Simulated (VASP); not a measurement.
# G0W0 gap of WS2 (Tungstenite) against strain

Wanted: the deformation potential of the gap of WS2 (Tungstenite), from G0W0. The cell has space group P6_3/mmc. The start is a cell from a database of measured crystal structures.

Main program and level: VASP 6.6.1; PBE, no spin polarisation; plane waves and PAW (W, S), in the first sound run; inputs show where later runs differ.

The database entry behind the starting cell differs from later determinations by our own check (an axis about 1.4 % long against later determinations), so it need not match the best structure at ambient conditions.

## 1. Starting point

Symmetry: P6_3/mmc, No. 194, hexagonal system. Conventional cell: a = 3.180 Å, b = 3.180 Å, c = 12.500 Å, α = 90.00°, β = 90.00°, γ = 120.00°. Nearest to W lie 6 S at 2.41 Å. Nearest to S lie 3 W at 2.41 Å. Farther neighbours and most contacts between anions are not listed.

## 2. Relaxation

The atoms are relaxed first inside the given cell, which is kept (ISIF = 2), since band edges depend on the positions.

Contents of INCAR:

```
SYSTEM = WS2
PREC = Accurate
ENCUT = 400
EDIFF = 1E-06
NELM = 100
ISMEAR = 0
SIGMA = 0.05
LREAL = .FALSE.
ALGO = Normal
GGA = PE
NBANDS = 24
LASPH = .TRUE.
LWAVE = .FALSE.
LCHARG = .FALSE.
KPAR = 8
IBRION = 2
NSW = 60
ISIF = 2
EDIFFG = -0.01
```

Contents of POSCAR:

```
WS2
1.0
    3.1800000000      0.0000000000      0.0000000000
   -1.5900000000      2.7539607840      0.0000000000
    0.0000000000      0.0000000000     12.5000000000
W S
2 4
Direct
    0.6666666667      0.3333333333      0.7500000000
    0.3333333333      0.6666666667      0.2500000000
    0.6666666667      0.3333333333      0.3750000000
    0.3333333333      0.6666666667      0.8750000000
    0.6666666667      0.3333333333      0.1250000000
    0.3333333333      0.6666666667      0.6250000000
```

Contents of KPOINTS:

```
Automatic mesh
0
Gamma
7 7 2
0 0 0
```

The projector-augmented-wave data sets are W and S (PBE family, release 64).

Launch:

```sh
mpirun -np 8 vasp_std
```

Log:

```text
[banner, memory and clock lines left out]
running    8 mpi-ranks, on    1 nodes
 distrk:  each k-point on    1 cores,    8 groups
 distr:  one band on    1 cores,    1 groups

 POSCAR found type information on POSCAR W S
 POSCAR found :  2 types and       6 ions
|                                                                             |
|           W    W    AA    RRRRR   N    N  II  N    N   GGGG   !!!           |
|           W    W   A  A   R    R  NN   N  II  NN   N  G    G  !!!           |
|           W    W  A    A  R    R  N N  N  II  N N  N  G       !!!           |
|           W WW W  AAAAAA  RRRRR   N  N N  II  N  N N  G  GGG   !            |
|           WW  WW  A    A  R   R   N   NN  II  N   NN  G    G                |
|           W    W  A    A  R    R  N    N  II  N    N   GGGG   !!!           |
|                                                                             |
|     For optimal performance we recommend to set                             |
|       NCORE = 2 up to number-of-cores-per-socket                            |
|     NCORE specifies how many cores store one orbital (NPAR=cpu/NCORE).      |
|     This setting can greatly improve the performance of VASP for DFT.       |
|     The default, NCORE=1 might be grossly inefficient on modern             |
|     multi-core architectures or massively parallel machines. Do your        |
|     Unfortunately you need to use the default for GW and RPA                |
|     calculations (for HF NCORE is supported but not extensively tested      |
|     yet).                                                                   |
|                                                                             |

 LDA part: xc-table for (Slater+PW92), standard interpolation
 POSCAR, INCAR and KPOINTS ok, starting setup
 FFT: planning ... GRIDC
 FFT: planning ... GRID_SOFT
 FFT: planning ... GRID
 WAVECAR not read
 entering main loop
       N       E                     dE             d eps       ncg     rms          rms(c)
DAV:   1     0.161360837139E+03    0.16136E+03   -0.14027E+04   768   0.108E+03
DAV:   2    -0.376145839991E+02   -0.19898E+03   -0.19090E+03  1048   0.252E+02
DAV:   3    -0.499729140036E+02   -0.12358E+02   -0.12259E+02  1040   0.639E+01
DAV:   4    -0.502672822934E+02   -0.29437E+00   -0.29380E+00  1024   0.109E+01
DAV:   5    -0.502743167777E+02   -0.70345E-02   -0.70287E-02  1048   0.141E+00    0.394E+01
DAV:   6    -0.477952262058E+02    0.24791E+01   -0.11694E+01  1128   0.168E+01    0.179E+01
DAV:   7    -0.475068952876E+02    0.28833E+00   -0.33770E+00  1040   0.105E+01    0.908E+00
DAV:   8    -0.473854450275E+02    0.12145E+00   -0.43323E-01  1064   0.414E+00    0.131E+00
DAV:   9    -0.473807119065E+02    0.47331E-02   -0.61348E-02  1040   0.136E+00    0.529E-01
DAV:  10    -0.473794462768E+02    0.12656E-02   -0.13986E-02  1088   0.674E-01    0.363E-01
DAV:  11    -0.473794685182E+02   -0.22241E-04   -0.16993E-03  1056   0.248E-01    0.122E-01
DAV:  12    -0.473794924560E+02   -0.23938E-04   -0.42699E-04  1072   0.129E-01    0.481E-02
DAV:  13    -0.473794996291E+02   -0.71730E-05   -0.33036E-05  1072   0.325E-02    0.168E-02
DAV:  14    -0.473794995014E+02    0.12762E-06   -0.15672E-06   784   0.749E-03
   1 F= -.47379500E+02 E0= -.47379500E+02  d E =-.473795E+02
 curvature:   0.00 expect dE= 0.000E+00 dE for cont linesearch  0.000E+00
 trial: gam= 0.00000 g(F)=  0.924E-03 g(S)=  0.000E+00 ort = 0.000E+00 (trialstep = 0.100E+01)
 search vector abs. value=  0.924E-03
 bond charge predicted
       N       E                     dE             d eps       ncg     rms          rms(c)
DAV:   1    -0.473797473090E+02   -0.24768E-03   -0.49838E-02   800   0.105E+00    0.134E-01
DAV:   2    -0.473799595410E+02   -0.21223E-03   -0.27780E-03   992   0.352E-01    0.166E-01
DAV:   3    -0.473799587140E+02    0.82696E-06   -0.42251E-05  1016   0.408E-02    0.138E-01
DAV:   4    -0.473799494151E+02    0.92989E-05   -0.82111E-05   936   0.452E-02    0.319E-02
DAV:   5    -0.473799472819E+02    0.21332E-05   -0.14721E-05   944   0.220E-02    0.104E-02
DAV:   6    -0.473799461897E+02    0.10922E-05   -0.94652E-07   552   0.614E-03    0.749E-03
DAV:   7    -0.473799455777E+02    0.61203E-06   -0.35908E-06   760   0.895E-03
   2 F= -.47379946E+02 E0= -.47379946E+02  d E =-.446076E-03
 trial-energy change:   -0.000446  1 .order   -0.000461   -0.000924    0.000003
 step:   0.9967(harm=  0.9970)  dis= 0.00333  next Energy=   -47.379946 (dE=-0.446E-03)
 reached required accuracy - stopping structural energy minimisation
```

It took 17 s on 8 MPI ranks of Intel Xeon Platinum 8259CL at 2.50GHz (Skylake/Cascade Lake), shared host; peak memory 1.9 GiB; 1.8 min of CPU time.

Lines that name or quote the potential files are left out of all logs, and their timing lines are given in words.

OUTCAR, selected parts (step 2):

```text
ion  position               nearest neighbor table
   1  0.667  0.333  0.750-   4 2.41   6 2.41   4 2.41   6 2.41   4 2.41   6 2.41
   2  0.333  0.667  0.250-   3 2.41   5 2.41   3 2.41   5 2.41   3 2.41   5 2.41
   3  0.667  0.333  0.375-   2 2.41   2 2.41   2 2.41
   4  0.333  0.667  0.875-   1 2.41   1 2.41   1 2.41
   5  0.667  0.333  0.125-   2 2.41   2 2.41   2 2.41
   6  0.333  0.667  0.625-   1 2.41   1 2.41   1 2.41

  LATTYP: Found a hexagonal cell.
 ALAT       =     3.1800000000
 C/A-ratio  =     3.9308176101

 Subroutine GETGRP returns: Found 24 space group operations
 (whereof 12 operations were pure point group operations)

The static configuration has the point symmetry D_3d.
 The point group associated with its full space group is D_6h.

 Found     16 irreducible k-points:

   k-points           NKPTS =     16   k-points in BZ     NKDIM =     16   number of bands    NBANDS=     24

   dimension x,y,z NGX =    24 NGY =   24 NGZ =   84
   dimension x,y,z NGXF=    48 NGYF=   48 NGZF=  168

   ENCUT  =  400.0 eV  29.40 Ry    5.42 a.u.   5.19  5.19 20.38*2*pi/ulx,y,z

   NELECT =      36.0000    total number of electrons

 k-points in reciprocal lattice and weights: Automatic mesh
   0.00000000  0.00000000  0.00000000       0.010
   0.14285714  0.00000000  0.00000000       0.061
   0.28571429  0.00000000  0.00000000       0.061
   0.42857143  0.00000000  0.00000000       0.061
   0.14285714  0.14285714  0.00000000       0.061
   0.28571429  0.14285714  0.00000000       0.122
   0.42857143  0.14285714  0.00000000       0.061
   0.28571429  0.28571429  0.00000000       0.061
   0.00000000  0.00000000  0.50000000       0.010
[...]
0.42857143  0.14285714  0.50000000       0.061
   0.28571429  0.28571429  0.50000000       0.061

 average (electrostatic) potential at core
       1 -40.2895       2 -40.2895       3 -86.0316       4 -86.0316       5 -86.0316
       6 -86.0316

 E-fermi :   6.2652

 k-point     1 :       0.0000    0.0000    0.0000
  band No.  band energies     occupation
    ...
     14       3.8311      2.00000
     15       3.8311      2.00000
     16       4.5060      2.00000
     17       4.9554      2.00000
     18       6.0345      2.00000
     19       8.3172      0.00000
     20       8.3172      0.00000
     21       8.3276      0.00000
     22       8.3276      0.00000
     23       8.4005      0.00000
    ...

 k-point     2 :       0.1429    0.0000    0.0000
  band No.  band energies     occupation
    ...
     14       3.3683      2.00000
     15       3.8102      2.00000
     16       4.6464      2.00000
     17       4.9218      2.00000
     18       5.4329      2.00000
     19       7.7788      0.00000
     20       8.1213      0.00000
     21       8.1539      0.00000
     22       8.2863      0.00000
     23       8.3118      0.00000
    ...

 k-point     3 :       0.2857    0.0000    0.0000
  band No.  band energies     occupation
    ...
     14       3.5580      2.00000
     15       3.6345      2.00000
     16       4.0085      2.00000
     17       4.2733      2.00000
     18       4.4538      2.00000
     19       7.5223      0.00000
     20       7.8682      0.00000
     21       8.0366      0.00000
     22       8.3611      0.00000
     23       8.6017      0.00000
    ...

  Total        0.4958011      0.4958011      1.5586634      0.0000000     -0.0000000      0.0000000
  in kB        7.2564332      7.2564332     22.8122461      0.0000000     -0.0000000      0.0000000
  external PRESSURE =      12.4417042 kB  Pullay stress =       0.0000000 kB

  energy-cutoff  :      400.00
  volume of cell :      109.47
      direct lattice vectors                 reciprocal lattice vectors
     3.180000000  0.000000000  0.000000000     0.314465409  0.181556688  0.000000000
    -1.590000000  2.753960784  0.000000000     0.000000000  0.363113377  0.000000000
     0.000000000  0.000000000 12.500000000     0.000000000  0.000000000  0.080000000

 POSITION                                       TOTAL-FORCE (eV/Angst)
 -----------------------------------------------------------------------------------
      1.59000      0.91799      9.37500        -0.000000      0.000000     -0.000000
     -0.00000      1.83597      3.12500        -0.000000      0.000000     -0.000000
      1.59000      0.91799      4.69084         0.000000      0.000000     -0.000207
     -0.00000      1.83597     10.94084        -0.000000     -0.000000     -0.000207
      1.59000      0.91799      1.55916         0.000000      0.000000      0.000207
     -0.00000      1.83597      7.80916        -0.000000     -0.000000      0.000207
 -----------------------------------------------------------------------------------
    total drift:                               -0.000000      0.000000     -0.000000

  FREE ENERGIE OF THE ION-ELECTRON SYSTEM (eV)
  ---------------------------------------------------
  free  energy   TOTEN  =       -47.3799455777 eV

  energy  without entropy=      -47.3799455777  energy(sigma->0) =      -47.37994558

 reached required accuracy - stopping structural energy minimisation

[... 3 further parts left out ...]
```

CONTCAR:

```
WS2
   1.00000000000000
     3.1800000000000002    0.0000000000000000    0.0000000000000000
    -1.5900000000000001    2.7539607840000002    0.0000000000000000
     0.0000000000000000    0.0000000000000000   12.5000000000000000
  W               S
     2     4
Direct
     0.6666666667000030    0.3333333332999970    0.7500000000000000
     0.3333333332999970    0.6666666667000030    0.2500000000000000
     0.6666666667000030    0.3333333332999970    0.3752671101607834
     0.3333333332999970    0.6666666667000030    0.8752671101607834
     0.6666666667000030    0.3333333332999970    0.1247328898392166
     0.3333333332999970    0.6666666667000030    0.6247328898392166
```

The data set W keeps the semicore shell frozen, which is cheaper and a little less accurate. The run keeps the 24 symmetry operations of its start, so it cannot find a distortion of lower symmetry.

No atom moved by 0.005 Å in the relaxation.

Numbers from this step:

```yaml
free_energy_toten: -47.38 eV
fermi_energy: 6.265 eV
pressure: 1.244 GPa
```

At PBE, with these data sets, the largest force is down to 2.1e-4 eV/Å.

(Continued in part 2 of 5.)

[Lines on the potential files, build, host, timing and source positions are cut from VASP's logs without a mark.]

[Logs are printed without paths, hosts, clocks, repeated set-up lines and the standing remarks that a program may print on its own settings, such as how far it seeks lower states.]

[Hosts, paths, dates, database ids (printed as entryN), source tags and the programs' standing remarks are cut or masked in the printed files.]

[Pressures printed for these runs are not shown converged in the cutoff: they can be off by several GPa and have the wrong sign.]

[In band tables of VASP the shares of atoms and orbitals are scaled to a sum of 1 inside the atoms' spheres.]
